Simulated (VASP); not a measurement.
# Zn3P (Pm-3m) in VASP: further runs, part 2 of 2

VASP 6.6.1. The steps go on from the part before.

### Step 5. Single point, PBE

File run.py:

```python
from ase.calculators.vasp import Vasp
from ase.dft.bandgap import bandgap
from ase.spacegroup import crystal

atoms = crystal(
    ['Zn', 'P'],
    basis=[[0.5, 0.5, 0.0], [0.0, 0.0, 0.0]],
    spacegroup=221,
    setting=1,
    cellpar=[3.975518, 3.975518, 3.975518, 90.0, 90.0, 90.0],
    primitive_cell=True,
)
calc = Vasp(
    directory='calc',
    xc='pbe',
    pp='PBE',
    setups='recommended',
    prec='Accurate',
    encut=520,
    ediff=1e-07,
    ismear=0,
    sigma=0.05,
    lreal=False,
    lasph=True,
    nelm=100,
    algo='Normal',
    isif=2,
    lwave=False,
    lcharg=False,
    kpts=[7, 7, 7],
    gamma=True,
)
atoms.calc = calc

print('energy (eV):', atoms.get_potential_energy())
print('free energy (eV):', atoms.get_potential_energy(force_consistent=True))
print('forces (eV/A):')
print(atoms.get_forces())
print('stress (eV/A^3, Voigt):', atoms.get_stress())
print('Fermi level (eV):', calc.get_fermi_level())
gap, top, bottom = bandgap(calc)
print('band gap (eV):', gap, 'from (spin, k, band)', top, 'to', bottom)
```

Potentials or basis: VASP PAW PBE potentials, release 64 (Zn, P).

The run is started by

```bash
python run.py
```

Output:

```text
energy (eV): -7.98929211
free energy (eV): -7.99139372
forces (eV/A):
[[0. 0. 0.]
 [0. 0. 0.]
 [0. 0. 0.]
 [0. 0. 0.]]
stress (eV/A^3, Voigt): [ 0.00444564  0.00444564  0.00444564 -0.         -0.         -0.        ]
Fermi level (eV): 4.60951373
band gap (eV): 0.0 from (spin, k, band) (None, None, None) to (None, None, None)
```

OUTCAR:

```text
ENCUT = 520.000000
   EDIFF = 1.00e-07
   GGA = PE
   PREC = Accurate
   ISIF = 2
   ISMEAR = 0
   NELM = 100
   LASPH = .TRUE.
   LREAL = .FALSE.

 ion  position               nearest neighbor table
   1  0.500  0.500  0.000-   2 2.81   3 2.81   4 2.81   2 2.81   3 2.81   3 2.81   4 2.81   3 2.81
                             2 2.81   4 2.81   2 2.81   4 2.81
   2  0.000  0.500  0.500-   1 2.81   3 2.81   4 2.81   1 2.81   4 2.81   3 2.81   4 2.81   4 2.81
                             1 2.81   3 2.81   1 2.81   3 2.81
   3  0.500  0.000  0.500-   1 2.81   2 2.81   4 2.81   1 2.81   4 2.81   1 2.81   2 2.81   1 2.81
                             2 2.81   4 2.81   4 2.81   2 2.81
   4  0.000  0.000  0.000-   1 2.81   2 2.81   3 2.81   2 2.81   3 2.81   1 2.81   2 2.81   2 2.81
                             1 2.81   3 2.81   3 2.81   1 2.81

  LATTYP: Found a simple cubic cell.
 ALAT       =     3.9755180000

  Lattice vectors:

 A1 = (   3.9755180000,   0.0000000000,   0.0000000000)
 A2 = (   0.0000000000,   3.9755180000,   0.0000000000)
 A3 = (   0.0000000000,   0.0000000000,   3.9755180000)

Analysis of symmetry for initial positions (statically):
=====================================================================
[... 176 lines left out ...]
 cond. band min:       4.6114174548   @ k =   0.4286   0.2857   0.1429
 fundamental gap:      0.2468681274
 Fermi energy:         4.6095137342

 k-point     1 :       0.0000    0.0000    0.0000
  band No.  band energies     occupation
      1      -8.2014      2.00000
      2      -3.9488      2.00000
      3      -3.5395      2.00000
      4      -3.5395      2.00000
      5      -3.5395      2.00000
      6      -3.4354      2.00000
[... 529 lines left out ...]
     23       3.6621      2.00000
     24      11.5860      0.00000

------------------------ aborting loop because EDIFF is reached ----------------------------------------

  FORCE on cell =-STRESS in cart. coord.  units (eV):
  Direction    XX          YY          ZZ          XY          YZ          ZX
  --------------------------------------------------------------------------------------
  -------------------------------------------------------------------------------------
  Total       -0.2793288     -0.2793288     -0.2793288      0.0000000     -0.0000000      0.0000000
  in kB       -7.1227065     -7.1227065     -7.1227065      0.0000000     -0.0000000      0.0000000
  external PRESSURE =      -7.1227065 kB  Pullay stress =       0.0000000 kB

 VOLUME and BASIS-vectors are now :
 -----------------------------------------------------------------------------
  energy-cutoff  :      520.00
  volume of cell :       62.83
      direct lattice vectors                 reciprocal lattice vectors
     3.975518000  0.000000000  0.000000000     0.251539548  0.000000000  0.000000000
     0.000000000  3.975518000  0.000000000     0.000000000  0.251539548  0.000000000
     0.000000000  0.000000000  3.975518000     0.000000000  0.000000000  0.251539548

 POSITION                                       TOTAL-FORCE (eV/Angst)
 -----------------------------------------------------------------------------------
      1.98776      1.98776      0.00000         0.000000      0.000000      0.000000
      0.00000      1.98776      1.98776         0.000000      0.000000      0.000000
      1.98776      0.00000      1.98776         0.000000      0.000000      0.000000
      0.00000      0.00000      0.00000         0.000000      0.000000      0.000000
 -----------------------------------------------------------------------------------
    total drift:                                0.000000      0.000000     -0.000000

  FREE ENERGIE OF THE ION-ELECTRON SYSTEM (eV)
  ---------------------------------------------------
  free  energy   TOTEN  =        -7.9913937245 eV

  energy  without entropy=       -7.9871904971  energy(sigma->0) =       -7.98929211
```

INCAR:

```text
ENCUT = 520.000000
SIGMA = 0.050000
EDIFF = 1.00e-07
ALGO = Normal
GGA = PE
PREC = Accurate
ISIF = 2
ISMEAR = 0
NELM = 100
LASPH = .TRUE.
LCHARG = .FALSE.
LWAVE = .FALSE.
LREAL = .FALSE.
```

Run time: 38 s. Hardware: 1 thread of Intel Xeon Platinum 8375C at 2.90GHz (Ice Lake), shared host; peak memory 0.18 GiB.

What came out:

- Free energy: -7.9914 eV
- Pressure: -0.7 GPa
- Band gap on the k mesh: none (metal or under the smearing width)

### Step 6. Electron localisation function, vdW-DF-cx

File INCAR:

```
PREC = Medium ; ENCUT = 200
EDIFF = 1E-6 ; ISMEAR = -4
SIGMA = 0.1 ; LREAL = False
LASPH = True ; NELM = 60
ALGO = Normal ; ISIF = 2
LWAVE = False ; LCHARG = True
GGA = CX ; LUSE_VDW = True
AGGAC = 0.0 ; LELF = True
```

File KPOINTS:

```
Automatic mesh
0
Gamma
  7 7 7
```

File POSCAR:

```
Zn3P
1.0
    3.9755180000      0.0000000000      0.0000000000
    0.0000000000      3.9755180000      0.0000000000
    0.0000000000      0.0000000000      3.9755180000
Zn P
3 1
Direct
    0.5000000000      0.5000000000      0.0000000000
    0.5000000000      0.0000000000      0.5000000000
    0.0000000000      0.5000000000      0.5000000000
    0.0000000000      0.0000000000      0.0000000000
```

Potentials or basis: VASP PAW PBE potentials, release 64 (Zn, P).

The run is started by

```bash
cat potpaw_PBE.64/Zn/POTCAR potpaw_PBE.64/P/POTCAR > POTCAR
mpirun -np 1 vasp_std > vasp.out
```

It took 11 s on 1 thread of Intel Xeon Platinum 8375C at 2.90GHz (Ice Lake), shared host; peak memory 0.2 GiB.

The run converged, but a check on its numbers failed (symmetry, net force, bounds or a known fault of this set-up), so they aren't taken as properties of the crystal.

Caveat: the cutoff lies under the usual one of these potentials, so the numbers hold a large basis-set error; a pressure of tens of GPa on the cell as given is suspect, and the run, the potentials or the cell itself is likely at fault; the PAW data sets were made with another functional, which shifts forces and pressure a little.

### Step 7. The reference run

An earlier run on the cell as given: functional PBE; potentials or basis VASP PAW PBE potentials, release 64 (Zn, P); cutoff 520 eV; k mesh 7 × 7 × 7; occupations fermi-dirac, width 0.05 eV; no spin polarisation.

- Pressure: -0.7 GPa
- Band gap on the k mesh: none (metal or under the smearing width)

### Step 8. Summary

| level | potentials or basis | spin | cell | k mesh | smearing | k-point spacing | other keys | gap on the mesh (eV) | pressure (GPa) | moment (μB) |
| --- | --- | --- | --- | --- | --- | --- | --- | --- | --- | --- |
| PBEsol+D3 | VASP PAW PBE potentials, release 64 (Zn, P) | non-collinear, random start | volume scaled by 0.88 | 5 × 5 × 5 | methfessel-paxton 2 0.1 eV | - | ISMEAR = 2; SIGMA = 0.1; NBANDS = 43 | - | 4.0 | 0.29 |
| PW91 | VASP PAW PBE potentials, release 54 (Zn, P) | collinear, ferrimagnetic start | cell strained at random at fixed volume | - | fermi-dirac 0.1 eV | 0.3 | KSPACING = 0.3 | none | -0.4 | 0.00 |
| PBE | VASP PAW PBE potentials, release 64 (Zn, P) | off | as given | 7 × 7 × 7 | gaussian 0.05 eV | - | - | none | -0.7 | - |
| PBE | VASP PAW PBE potentials, release 64 (Zn, P) | off | as given | 7 × 7 × 7 | fermi-dirac 0.05 eV | - | - | none | -0.7 | - |

Alike in all rows: task single point; cutoff (eV) 520.

Caveats: the PAW data sets were made with another functional, which shifts forces and pressure a little (some runs); the bands computed are all filled at some k points, so no gap is given (some runs).

Total energies depend on the potentials used, so only differences within one code and one set of settings carry meaning.
